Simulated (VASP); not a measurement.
All values below come from LDA (Ceperley-Alder, Perdew-Zunger), VASP's LDA PAW potentials (set 64) (plane waves; VASP).

A VASP calculation is set up with these files.

KPOINTS:
```
Automatic
0
G
9 9 9
0 0 0
```

**INCAR**
```
SYSTEM = MgS
PREC = Accurate
ENCUT = 500
EDIFF = 1E-6
NELM = 100
ALGO = Normal
LREAL = .FALSE.
LASPH = .TRUE.
ISMEAR = 0
SIGMA = 0.05
LWAVE = .FALSE.
LCHARG = .FALSE.
IBRION = 2
ISIF = 3
NSW = 40
EDIFFG = -0.02
PSTRESS = 100
```

**POSCAR**
```
MgS
1
    0.0000000000     2.4778597513     2.4778597513
    2.4778597513    -0.0000000000     2.4778597513
    2.4778597513     2.4778597513     0.0000000000
Mg S
1 1
Direct
  0.0000000000   0.0000000000   0.0000000000
  0.5000000000   0.5000000000   0.5000000000
```

POTCAR, in this order: Mg S (LDA.64 set). Program: vasp_std.

Question: What will the output report for the number of irreducible k-points (NKPTS), largest plane-wave count, number of space-group operations, FFT grid (NGX, NGY, NGZ)?

Answer: 
```yaml
number of irreducible k-points (NKPTS): 35
largest_plane_wave_count: 785
number_of_space_group_operations: 48
FFT grid (NGX, NGY, NGZ): 28 × 28 × 28
```

The compound is MgS in the rock salt structure. It was relaxed first under an external pressure of 10 GPa.
